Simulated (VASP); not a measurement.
# NaLi16 (a cell with a defect) in VASP: a series of runs, part 3 of 3

VASP 6.6.1.

## (5) Single point, PBE

Input file INCAR:

```
ALGO = Fast
EDIFF = 1E-6
ENCUT = 520
GGA = PE
ISIF = 2
ISMEAR = -1
LASPH = T
LCHARG = F
LREAL = Auto
LWAVE = F
NBANDS = 42
NELM = 100
PREC = Accurate
SIGMA = 0.05
```

Input file KPOINTS:

```
k-points
0
Gamma
  2 2 2
```

Input file POSCAR:

```
NaLi16
1.0
    6.9800000000      0.0000000000      0.0000000000
    0.0000000000      6.9800000000      0.0000000000
    0.0000000000      0.0000000000      6.9800000000
Li Na
16 1
Direct
   -0.1091117479     -0.0528366762     -0.0889255014
    0.2747421203     -0.0578366762      0.0372206304
    0.0114183381      0.5342406877      0.0022063037
    0.0863467049     -0.0014899713      0.5188681948
    0.2795272206      0.2563753582      0.2736962751
    0.5567478510      0.5426647564      0.0766045845
    0.4311604585     -0.0467765043      0.4682378223
    0.9503295129      0.3664040115      0.3813467049
    0.0478796562      0.5069197708      0.6383810888
    0.2329083095      0.6608166189      0.3260744986
    0.2826217765      0.2532234957      0.7967478510
    0.5184670487      0.4437249284      0.5314326648
    0.8138825215      0.7930659026      0.3363896848
    0.7648710602      0.1526790831      0.6436962751
    0.2723209169      0.7186676218      0.7104441261
    0.7594842407      0.6823352436      0.7115472779
    0.6128080229      0.1135243553      0.1327220630
```

Potentials or basis: VASP PAW PBE potentials, release 64 (Li_sv, Na_pv).

Command:

```
cat potpaw_PBE.64/Li_sv/POTCAR potpaw_PBE.64/Na_pv/POTCAR > POTCAR
mpirun -np 1 vasp_std > vasp.out
```

OUTCAR:

```text
EDIFF = 1E-6
   ENCUT = 520
   GGA = PE
   ISIF = 2
   ISMEAR = -1
   LASPH = T
   LREAL = Auto
   NELM = 100
   PREC = Accurate

 ion  position               nearest neighbor table
   1  0.891  0.947  0.911-  16 2.49  14 2.51
   2  0.275  0.942  0.037-
   3  0.011  0.534  0.002-   9 2.56
   4  0.086  0.999  0.519-   7 2.45
   5  0.280  0.256  0.274-   8 2.54
   6  0.557  0.543  0.077-
   7  0.431  0.953  0.468-   4 2.45  15 2.60
   8  0.950  0.366  0.381-   9 2.16   5 2.54
   9  0.048  0.507  0.638-   8 2.16  15 2.21  16 2.41   3 2.56
  10  0.233  0.661  0.326-
  11  0.283  0.253  0.797-
  12  0.518  0.444  0.531-
  13  0.814  0.793  0.336-
  14  0.765  0.153  0.644-   1 2.51
  15  0.272  0.719  0.710-   9 2.21   7 2.60
  16  0.759  0.682  0.712-   9 2.41   1 2.49
  17  0.613  0.114  0.133-

  LATTYP: Found a simple cubic cell.
 ALAT       =     6.9800000000

  Lattice vectors:

[... 192 lines left out ...]

 E-fermi :   0.5654     XC(G=0):  -7.1159

 val. band max:        0.5419281306   @ k =   0.0000   0.5000   0.5000
 cond. band min:       0.6063835586   @ k =   0.0000   0.5000   0.5000
 fundamental gap:      0.0644554280
 Fermi energy:         0.5654232006

 k-point     1 :       0.0000    0.0000    0.0000
  band No.  band energies     occupation
      1     -46.3841      2.00000
      2     -46.2753      2.00000
      3     -46.1615      2.00000
      4     -46.0054      2.00000
      5     -45.9820      2.00000
      6     -45.8850      2.00000
[... 325 lines left out ...]
     38       3.4974      0.00000
     39       3.6562      0.00000
 [bands above 39 left out]

------------------------ aborting loop because EDIFF is reached ----------------------------------------

  FORCE on cell =-STRESS in cart. coord.  units (eV):
  Direction    XX          YY          ZZ          XY          YZ          ZX
  --------------------------------------------------------------------------------------
  -------------------------------------------------------------------------------------
  Total        5.2870618      3.6005303      4.3021105      0.0320446     -0.1460096      0.2183564
  in kB       24.9091382     16.9633171     20.2686992      0.1509729     -0.6879006      1.0287512
  external PRESSURE =      20.7137182 kB  Pullay stress =       0.0000000 kB

 VOLUME and BASIS-vectors are now :
 -----------------------------------------------------------------------------
  energy-cutoff  :      520.00
  volume of cell :      340.07
      direct lattice vectors                 reciprocal lattice vectors
     6.980000000  0.000000000  0.000000000     0.143266476  0.000000000  0.000000000
     0.000000000  6.980000000  0.000000000     0.000000000  0.143266476  0.000000000
     0.000000000  0.000000000  6.980000000     0.000000000  0.000000000  0.143266476

 POSITION                                       TOTAL-FORCE (eV/Angst)
 -----------------------------------------------------------------------------------
      6.21840      6.61120      6.35930         0.662604     -0.063742      0.275720
      1.91770      6.57630      0.25980        -0.293016     -0.447942     -0.005093
      0.07970      3.72900      0.01540        -0.001804     -0.142794      0.363566
      0.60270      6.96960      3.62170        -0.314790      0.004852      0.062300
      1.95110      1.78950      1.91040        -0.278411      0.257747      0.024778
      3.88610      3.78780      0.53470        -0.038105      0.225183     -0.160106
[... 9 lines left out ...]
      5.30120      4.76270      4.96660        -0.581789      0.158935     -0.097190
      4.27740      0.79240      0.92640         0.576909      0.245555     -0.057209
 -----------------------------------------------------------------------------------
    total drift:                               -0.003620      0.008106     -0.003223

  FREE ENERGIE OF THE ION-ELECTRON SYSTEM (eV)
  ---------------------------------------------------
  free  energy   TOTEN  =       -28.8506963842 eV

  energy  without entropy=      -28.7909544931  energy(sigma->0) =      -28.82082544
```

OSZICAR:

```text
N       E                     dE             d eps       ncg     rms          rms(c)
DAV:   1     0.366689643649E+03    0.36669E+03   -0.24710E+04   672   0.132E+03
DAV:   2     0.554925330143E+02   -0.31120E+03   -0.29672E+03   672   0.370E+02
DAV:   3    -0.864133165777E+01   -0.64134E+02   -0.62251E+02  1234   0.990E+01
DAV:   4    -0.262271982704E+02   -0.17586E+02   -0.17228E+02  1168   0.652E+01
[... 12 lines left out ...]
RMM:  74    -0.288506927740E+02   -0.10884E-05   -0.13452E-05   751   0.125E-02    0.260E-02
RMM:  75    -0.288506939078E+02   -0.11338E-05   -0.13903E-05   765   0.121E-02    0.262E-02
RMM:  76    -0.288506947717E+02   -0.86394E-06   -0.10823E-05   743   0.116E-02    0.264E-02
RMM:  77    -0.288506956866E+02   -0.91486E-06   -0.11458E-05   739   0.113E-02    0.266E-02
RMM:  78    -0.288506963842E+02   -0.69760E-06   -0.92282E-06   766   0.108E-02
   1 F= -.28850696E+02 E0= -.28820825E+02  d E =-.597419E-01
```

stdout:

```text
POSCAR found type information on POSCAR LiNa
 POSCAR found :  2 types and      17 ions
 scaLAPACK will be used
 LDA part: xc-table for (Slater+PW92), standard interpolation
 POSCAR, INCAR and KPOINTS ok, starting setup
 FFT: planning ... GRIDC
 FFT: planning ... GRID_SOFT
 FFT: planning ... GRID
 WAVECAR not read
 entering main loop
WARNING in EDDRMM: call to ZHEGV failed, returncode =   8  4     30
```

It took 12 min on 1 thread of AMD EPYC 7R13 (Zen 3), shared host; peak memory 0.37 GiB.

Results:

```
Free energy            : -28.8507 eV
Largest force          : 1.142 eV/Å
Band gap on the k mesh : none (metal or under the smearing width)
```

Forces on the atoms (eV/Å):
```
Li   0.663 -0.064  0.276
Li  -0.293 -0.448 -0.005
Li  -0.002 -0.143  0.364
Li  -0.315  0.005  0.062
Li  -0.278  0.258  0.025
Li  -0.038  0.225 -0.160
Li   0.800  0.028  0.257
Li  -0.733 -0.309 -0.820
Li  -0.065 -0.307  0.110
Li  -0.035 -0.005 -0.285
Li   0.033 -0.047 -0.065
Li   0.017  0.042 -0.197
Li   0.065 -0.258 -0.072
Li  -0.428  0.257  0.049
Li   0.616  0.362  0.616
Li  -0.582  0.159 -0.097
Na   0.577  0.246 -0.057
```

Levels at points of the mesh, in eV from the Fermi level:
| k point | band 23 | band 24 | band 25 | band 26 | band 27 | band 28 | band 29 | band 30 | band 31 | band 32 |
| --- | --- | --- | --- | --- | --- | --- | --- | --- | --- | --- |
| (0.00, 0.00, 0.00) | -1.08 | -1.03 | -0.99 | -0.91 | 0.31 | 0.34 | 0.48 | 0.60 | 0.82 | 1.05 |
| (0.50, 0.00, 0.00) | -0.68 | -0.65 | -0.61 | -0.47 | -0.39 | -0.36 | -0.29 | 0.84 | 1.02 | 1.27 |
| (0.00, 0.50, 0.00) | -0.75 | -0.67 | -0.57 | -0.51 | -0.34 | -0.30 | -0.22 | 1.02 | 1.17 | 1.44 |
| (0.00, 0.00, 0.50) | -0.75 | -0.65 | -0.58 | -0.51 | -0.42 | -0.28 | -0.20 | 0.62 | 1.12 | 1.33 |
| (0.50, 0.50, 0.00) | -2.12 | -0.44 | -0.26 | -0.09 | 0.07 | 0.12 | 0.24 | 0.37 | 0.55 | 1.48 |
| (0.00, 0.50, 0.50) | -2.13 | -0.33 | -0.24 | -0.09 | -0.02 | 0.04 | 0.16 | 0.46 | 0.65 | 1.29 |
| (0.50, 0.00, 0.50) | -2.10 | -0.48 | -0.27 | -0.16 | -0.08 | 0.04 | 0.23 | 0.42 | 0.79 | 1.39 |
| (0.50, 0.50, 0.50) | -1.70 | -1.63 | -1.52 | -1.47 | -1.41 | 1.47 | 1.87 | 1.89 | 1.93 | 2.09 |

Caveat: the k mesh is coarse (spacing up to 0.45 Å⁻¹), so the values aren't converged; the cutoff is under 1.25 times the usual one of these potentials, so pressure, stress and relaxed cells hold a basis-set (Pulay) error.

## (6) Single point, PBE

Input file INCAR:

```
ALGO = Fast ; EDIFF = 1E-6
ENCUT = 520 ; GGA = PE
ISIF = 2 ; ISMEAR = -1
LASPH = T ; LCHARG = F
LREAL = Auto ; LWAVE = F
NBANDS = 42 ; NELM = 100
PREC = Accurate ; SIGMA = 0.05
```

KPOINTS is that of step 5.

Input file POSCAR:

```
NaLi16
1.0
    6.9800000000      0.0000000000      0.0000000000
    0.0000000000      6.9800000000      0.0000000000
    0.0000000000      0.0000000000      6.9800000000
Li Na
16 1
Direct
   -0.0501575931     -0.0270916905     -0.0557879656
    0.2153295129     -0.1537106017      0.1424785100
    0.0412464183      0.5233237822      0.0377793696
    0.0946704871     -0.0063610315      0.5774928367
    0.2653868195      0.3068911175      0.2646704871
    0.5488252149      0.5338538682      0.0533381089
    0.5245845272     -0.0635959885      0.4460601719
    0.8641547278      0.3603868195      0.3165472779
    0.1142120344      0.5364899713      0.6831805158
    0.3006160458      0.6435959885      0.3942979943
    0.3129942693      0.1869914040      0.8153438395
    0.5169054441      0.4627507163      0.5297134670
    0.8699713467      0.7687679083      0.3302865330
    0.7337822350      0.1454584527      0.6226934097
    0.4346131805      0.8154727794      0.8579226361
    0.7114613181      0.7405444126      0.7054011461
    0.6465759312      0.1962320917      0.0712750716
```

Potentials or basis: VASP PAW PBE potentials, release 64 (Li_sv, Na_pv).

Command:

```
cat potpaw_PBE.64/Li_sv/POTCAR potpaw_PBE.64/Na_pv/POTCAR > POTCAR
mpirun -np 1 vasp_std > vasp.out
```

Run time: 11 min. Hardware: 1 thread of AMD EPYC 7R13 (Zen 3), shared host; peak memory 0.37 GiB.

It converged, with:

| Property | Result |
| --- | --- |
| Free energy | -28.4851 eV |
| Largest force | 1.044 eV/Å |
| Band gap on the k mesh | none (metal or under the smearing width) |

Forces on the atoms (eV/Å):
```
Li  -0.147  0.001 -0.050
Li   0.180  0.551  0.022
Li  -0.031  0.070 -0.303
Li   0.209 -0.171 -0.359
Li  -0.112 -0.746  0.053
Li  -0.033  0.580  0.193
Li  -0.420  0.200 -0.492
Li   0.366  0.082  0.703
Li  -0.254  0.034 -0.063
Li  -0.387  0.358 -0.078
Li   0.027  0.329 -0.040
Li   0.550 -0.482  0.476
Li  -0.250 -0.080 -0.106
Li   0.174  0.399  0.418
Li  -0.686  0.200 -0.256
Li   0.965 -0.398  0.024
Na  -0.150 -0.925 -0.141
```

Levels at points of the mesh, in eV from the Fermi level:
```csv
k point,band 23,band 24,band 25,band 26,band 27,band 28,band 29,band 30,band 31,band 32
"(0.00, 0.00, 0.00)",-1.11,-1.09,-0.96,-0.84,0.23,0.44,0.47,0.58,0.88,1.02
"(0.50, 0.00, 0.00)",-0.71,-0.61,-0.60,-0.51,-0.46,-0.39,-0.24,1.04,1.26,1.43
"(0.00, 0.50, 0.00)",-0.66,-0.57,-0.55,-0.48,-0.43,-0.39,-0.35,0.87,1.16,1.27
"(0.00, 0.00, 0.50)",-0.73,-0.65,-0.61,-0.51,-0.38,-0.35,-0.28,0.86,1.36,1.38
"(0.50, 0.50, 0.00)",-2.13,-0.37,-0.20,-0.17,-0.06,0.13,0.17,0.39,0.43,1.67
"(0.00, 0.50, 0.50)",-2.13,-0.42,-0.29,-0.16,-0.09,0.15,0.21,0.41,0.57,1.47
"(0.50, 0.00, 0.50)",-2.16,-0.48,-0.27,-0.06,0.03,0.08,0.22,0.36,0.73,1.37
"(0.50, 0.50, 0.50)",-1.69,-1.64,-1.57,-1.54,-1.45,1.55,1.82,1.95,2.06,2.10
```

Caveat: the k mesh is coarse (spacing up to 0.45 Å⁻¹), so the values aren't converged; the cutoff is under 1.25 times the usual one of these potentials, so pressure, stress and relaxed cells hold a basis-set (Pulay) error.
